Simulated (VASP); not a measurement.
Consider the following.

```
SnZnP2
1.0
   -2.81032     2.81032     5.64048
    2.81032    -2.81032     5.64048
    2.81032     2.81032    -5.64048
Zn Sn P
2 2 4
Cartesian
  0.00000   2.81032   2.82024
  5.62064   0.00000   0.00000
  2.81032   0.00000   2.82024
  2.81032   2.81032   0.00000
  1.40516   1.27055  -1.41012
  1.40516   1.53977   4.23036
  1.53977  -1.40516   7.05060
  1.27055   4.21548   1.41012
```

Computed with PBEsol GGA, VASP's PBE PAW potentials (set 64) (plane waves; VASP 6.6.1). Numerical set-up: 400 eV cut-off, Gaussian smearing of 0.050 eV, potentials Zn Sn_d P.

Unless said otherwise, spin-orbit coupling is left out, though it shifts the bands of the heavy elements here.

Task: Give the energies of bands 29 to 42 at the high-symmetry points, in eV from the valence-band maximum.

Result: 
| band | Γ | X | P | N | M | S | R |
|---|---|---|---|---|---|---|---|
| 29 | -3.70 | -3.46 | -2.54 | -3.89 | -3.03 | -3.55 | -3.38 |
| 30 | -3.56 | -3.46 | -2.54 | -3.73 | -3.03 | -3.43 | -3.38 |
| 31 | -3.51 | -1.59 | -2.26 | -2.69 | -2.70 | -2.98 | -2.02 |
| 32 | -2.61 | -1.59 | -2.26 | -2.52 | -2.70 | -2.92 | -2.02 |
| 33 | -2.61 | -1.12 | -1.12 | -2.31 | -1.75 | -2.25 | -1.26 |
| 34 | -0.01 | -1.12 | -1.12 | -1.98 | -1.75 | -1.97 | -1.26 |
| 35 | 0.00 | -0.84 | -1.10 | -1.52 | -1.44 | -1.15 | -1.14 |
| 36 | 0.00 | -0.84 | -1.10 | -1.03 | -1.44 | -0.99 | -1.14 |
| 37 | 0.82 | 1.05 | 1.62 | 2.48 | 1.24 | 1.46 | 1.43 |
| 38 | 1.25 | 1.05 | 1.62 | 2.58 | 1.24 | 2.27 | 1.43 |
| 39 | 1.50 | 2.80 | 2.68 | 2.69 | 1.26 | 2.54 | 3.39 |
| 40 | 3.28 | 2.80 | 2.68 | 3.59 | 1.26 | 2.99 | 3.39 |
| 41 | 3.28 | 4.17 | 3.88 | 3.68 | 2.14 | 3.79 | 3.64 |
| 42 | 3.41 | 4.18 | 3.88 | 3.70 | 2.14 | 3.94 | 3.64 |

The gap is direct, 0.82 eV, from the valence maximum at Γ to the conduction minimum at Γ.

The structure was generated: ZnSnP2 was put into the chalcopyrite type (I-42d), which need not be its known phase. It was relaxed first.
